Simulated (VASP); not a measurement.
# Be4Ni (P6/mmm) in VASP: reference runs

How does Be4Ni come out in PBE? The cell is run as given.

Program: VASP 6.6.1. These are calculated values, not measurements. Logs are shortened: lines on timing, memory, paths and dates and some standing lists are left out, and cuts for length are marked.

## (1) Starting point

Symmetry: P6/mmm, No. 191, hexagonal system. The conventional cell has a = 3.542 Å, b = 3.542 Å, c = 3.729 Å, α = 90.00°, β = 90.00°, γ = 120.00°. Be (site symmetry mmm) has 4 Be at 1.77 Å and 2 Ni at 1.77 Å as nearest neighbours. Be (site symmetry 6/mmm) is surrounded by 2 Ni at 1.86 Å. Ni (site symmetry 6/mmm) has 8 Be at 1.77 to 1.86 Å as nearest neighbours.

The cell was built by a generator and needn't be a form met in nature.

## (2) Single point, PBE, collinear spin, ferromagnetic start

Contents of INCAR:

```
PREC = Accurate
ENCUT = 520
EDIFF = 1E-7
ISMEAR = -1
SIGMA = 0.05
LREAL = False
LASPH = True
NELM = 120
ALGO = Normal
ISIF = 2
LWAVE = False
LCHARG = False
ISPIN = 2
MAGMOM = 0 0 0 0 1
LORBIT = 11
LMAXMIX = 4
GGA = PE
NBANDS = 21
```

Contents of KPOINTS:

```
Automatic mesh
0
Gamma
  9 9 7
```

Contents of POSCAR:

```
Be4Ni
1.0
    3.5422415200      0.0000000000      0.0000000000
   -1.7711207600      3.0676711400      0.0000000000
    0.0000000000      0.0000000000      3.7286888500
Be Ni
4 1
Direct
    0.5000000000      0.0000000000      0.5000000000
    0.0000000000      0.5000000000      0.5000000000
    0.5000000000      0.5000000000      0.5000000000
    0.0000000000      0.0000000000      0.0000000000
    0.0000000000      0.0000000000      0.5000000000
```

Potentials or basis: VASP PAW PBE potentials, release 64 (Be, Ni).

Run with:

```sh
> cat potpaw_PBE.64/Be/POTCAR potpaw_PBE.64/Ni/POTCAR > POTCAR
> mpirun -np 1 vasp_std > vasp.out
```

OUTCAR:

```text
PREC = Accurate
   ENCUT = 520
   EDIFF = 1E-7
   ISMEAR = -1
   LREAL = False
   LASPH = True
   NELM = 120
   ISIF = 2
   ISPIN = 2
   LORBIT = 11
   GGA = PE

 ion  position               nearest neighbor table
   1  0.500  0.000  0.500-   2 1.77   3 1.77   3 1.77   2 1.77   5 1.77   5 1.77
   2  0.000  0.500  0.500-   1 1.77   5 1.77   5 1.77   1 1.77   3 1.77   3 1.77
   3  0.500  0.500  0.500-   1 1.77   5 1.77   1 1.77   5 1.77   2 1.77   2 1.77
   4  0.000  0.000  0.000-   5 1.86   5 1.86
   5  0.000  0.000  0.500-   2 1.77   3 1.77   2 1.77   3 1.77   1 1.77   1 1.77   4 1.86   4 1.86

  LATTYP: Found a hexagonal cell.
 ALAT       =     3.5422415200
 C/A-ratio  =     1.0526354087

  Lattice vectors:

 A1 = (   3.5422415200,   0.0000000000,   0.0000000000)
 A2 = (  -1.7711207600,   3.0676711400,   0.0000000000)
 A3 = (   0.0000000000,   0.0000000000,   3.7286888500)

Analysis of symmetry for initial positions (statically):
=====================================================================
 Subroutine PRICEL returns:
 Original cell was already a primitive cell.

 Routine SETGRP: Setting up the symmetry group for a
 hexagonal supercell.

 Subroutine GETGRP returns: Found 24 space group operations
 (whereof 24 operations were pure point group operations)
 out of a pool of 24 trial point group operations.

The static configuration has the point symmetry D_6h.

Analysis of symmetry for dynamics (positions and initial velocities):
=====================================================================
 Subroutine PRICEL returns:
 Original cell was already a primitive cell.

 Routine SETGRP: Setting up the symmetry group for a
 hexagonal supercell.

 Subroutine GETGRP returns: Found 24 space group operations
 (whereof 24 operations were pure point group operations)
 out of a pool of 24 trial point group operations.

The dynamic configuration has the point symmetry D_6h.

Analysis of structural, dynamic, and magnetic symmetry:
=====================================================================
 Subroutine PRICEL returns:
 Original cell was already a primitive cell.

 Routine SETGRP: Setting up the symmetry group for a
 hexagonal supercell.

 Subroutine GETGRP returns: Found 24 space group operations
 (whereof 24 operations were pure point group operations)
 out of a pool of 24 trial point group operations.
[... 130 lines left out ...]
  Thomas-Fermi vector in A             =   2.383213
   LORBIT       =     11    0 simple, 1 ext, 2 COOP (PROOUT), +10 PAW based schemes
   GGA     = PE    functional components
   LHFCALC =     F    Hartree Fock is set to
   AEXX    =    0.0000 exact exchange contribution
   IVDW    =     0    specifies the selected vdW correction
   LEPSILON=     F    determine dielectric tensor
   LRPA    =     F    only Hartree local field effects (RPA)
 spin polarized calculation
  energy-cutoff  :      520.00
  volume of cell :       40.52
 maximum number of plane-waves:      1111
 NGX is ok and might be reduce to    28
   NGX = 13   NGY = 13   NGZ = 13

 number of electron      17.9999991 magnetization       0.0001385

 number of electron      17.9999991 magnetization      -0.0001001

 Free energy of the ion-electron system (eV)
  ---------------------------------------------------
  ext. energy  EPLUGINS =         0.00000000
  ---------------------------------------------------
  free energy    TOTEN  =       -12.37709926 eV

  energy without entropy =      -12.36539741  energy(sigma->0) =      -12.37124833

 E-fermi :   6.9789     XC(G=0): -10.9515

 val. band max:        6.9737266536   @ k =   0.3333   0.0000   0.2857
 cond. band min:       6.9897687556   @ k =   0.4444   0.0000   0.2857
 fundamental gap:      0.0160421020
 Fermi energy:         6.9788691961

 spin component 1

 k-point     1 :       0.0000    0.0000    0.0000
  band No.  band energies     occupation
      1      -2.8261      1.00000
      2       2.3328      1.00000
      3       2.5025      1.00000
      4       2.5025      1.00000
      5       3.3142      1.00000
      6       3.3142      1.00000
[... 565 lines left out ...]
     20      22.6180      0.00000
     21      24.4601      0.00000

 [... further k-points ...]

 spin component 2

 k-point     1 :       0.0000    0.0000    0.0000
  band No.  band energies     occupation
      1      -2.8261      1.00000
      2       2.3330      1.00000
      3       2.5026      1.00000
      4       2.5026      1.00000
      5       3.3143      1.00000
      6       3.3143      1.00000
[... 565 lines left out ...]
     20      22.6179      0.00000
     21      24.4602      0.00000

 [... further k-points ...]
[... 5 lines left out ...]
  --------------------------------------------------------------------------------------
  -------------------------------------------------------------------------------------
  Total       35.7244625     35.7244625      8.0020309      0.0000000      0.0000000      0.0000000
  in kB     1412.6454398   1412.6454373    316.4227426      0.0000000      0.0000000      0.0000000
  external PRESSURE =    1047.2378732 kB  Pullay stress =       0.0000000 kB

 VOLUME and BASIS-vectors are now :
 -----------------------------------------------------------------------------
  energy-cutoff  :      520.00
  volume of cell :       40.52
      direct lattice vectors                 reciprocal lattice vectors
     3.542241520  0.000000000  0.000000000     0.282307119  0.162990092  0.000000000
    -1.771120760  3.067671140  0.000000000     0.000000000  0.325980183  0.000000000
     0.000000000  0.000000000  3.728688850     0.000000000  0.000000000  0.268190788

 POSITION                                       TOTAL-FORCE (eV/Angst)
 -----------------------------------------------------------------------------------
      1.77112      0.00000      1.86434         0.000000      0.000000      0.000000
     -0.88556      1.53384      1.86434        -0.000000      0.000000      0.000000
      0.88556      1.53384      1.86434        -0.000000      0.000000      0.000000
      0.00000      0.00000      0.00000        -0.000000      0.000000      0.000000
      0.00000      0.00000      1.86434        -0.000000      0.000000      0.000000
 -----------------------------------------------------------------------------------
    total drift:                               -0.000000     -0.000000      0.000000

  FREE ENERGIE OF THE ION-ELECTRON SYSTEM (eV)
  ---------------------------------------------------
  free  energy   TOTEN  =       -12.3770992560 eV

  energy  without entropy=      -12.3653974109  energy(sigma->0) =      -12.37124833

 total charge

# of ion       s       p       d       tot
------------------------------------------
    1        0.678   1.209   0.000   1.887
    2        0.678   1.209   0.000   1.887
    3        0.678   1.209   0.000   1.887
    4        0.497   0.648   0.000   1.145
    5        0.930   1.304   8.688  10.921
--------------------------------------------------
tot          3.460   5.578   8.688  17.726

 magnetization (x)

# of ion       s       p       d       tot
------------------------------------------
    1        0.000  -0.000   0.000  -0.000
    2        0.000  -0.000   0.000  -0.000
    3        0.000  -0.000   0.000  -0.000
    4        0.000  -0.000   0.000  -0.000
    5       -0.000  -0.000   0.000   0.000
--------------------------------------------------
tot          0.000  -0.000   0.000   0.000
```

OSZICAR:

```text
N       E                     dE             d eps       ncg     rms          rms(c)
DAV:   1     0.922990514865E+02    0.92299E+02   -0.76504E+03  4048   0.887E+02
DAV:   2    -0.113834574648E+02   -0.10368E+03   -0.91708E+02  4150   0.216E+02
DAV:   3    -0.182869094387E+02   -0.69035E+01   -0.67212E+01  4908   0.611E+01
DAV:   4    -0.183696478264E+02   -0.82738E-01   -0.82657E-01  4747   0.663E+00
DAV:   5    -0.183706950772E+02   -0.10473E-02   -0.10472E-02  4832   0.730E-01    0.210E+01
DAV:   6    -0.180873625081E+02    0.28333E+00   -0.30799E+01  4832   0.126E+02    0.166E+01
DAV:   7    -0.126671999091E+02    0.54202E+01   -0.11919E+01  5283   0.699E+01    0.485E+00
DAV:   8    -0.124675788675E+02    0.19962E+00   -0.65344E-01  4458   0.476E+00    0.323E+00
DAV:   9    -0.123823088495E+02    0.85270E-01   -0.12756E-01  5516   0.769E+00    0.153E+00
DAV:  10    -0.123779570197E+02    0.43518E-02   -0.24125E-02  4552   0.135E+00    0.584E-01
DAV:  11    -0.123770923734E+02    0.86465E-03   -0.12124E-03  6033   0.628E-01    0.348E-01
DAV:  12    -0.123770548179E+02    0.37555E-04   -0.80302E-04  5322   0.443E-01    0.797E-02
DAV:  13    -0.123770984293E+02   -0.43611E-04   -0.11988E-04  4562   0.825E-02    0.234E-02
DAV:  14    -0.123770993183E+02   -0.88902E-06   -0.56467E-06  4890   0.311E-02    0.149E-02
DAV:  15    -0.123770992560E+02    0.62387E-07   -0.82914E-07  4443   0.729E-03
   1 F= -.12377099E+02 E0= -.12371248E+02  d E =-.117018E-01  mag=    -0.0000
```

stdout:

```text
POSCAR found type information on POSCAR BeNi
 POSCAR found :  2 types and       5 ions
 scaLAPACK will be used
 LDA part: xc-table for (Slater+PW92), standard interpolation
 POSCAR, INCAR and KPOINTS ok, starting setup
 FFT: planning ... GRIDC
 FFT: planning ... GRID_SOFT
 FFT: planning ... GRID
 WAVECAR not read
 entering main loop
```

It took 35 s on 1 thread of Intel Xeon 6975P-C (Granite Rapids), shared host; peak memory 0.21 GiB.

Results:

```yaml
Free_energy: -12.3771 eV
Pressure: 104.7 GPa
Band_gap_on_the_k_mesh: none (metal or under the smearing width)
Net_moment: 0.00 μB per cell
Valence_electrons_inside_the_program's_atomic_spheres: Be 1.89, 1.15; Ni 10.92
```

Caveat: a pressure of tens of GPa on the cell as given is suspect, and the run, the potentials or the cell itself is likely at fault.
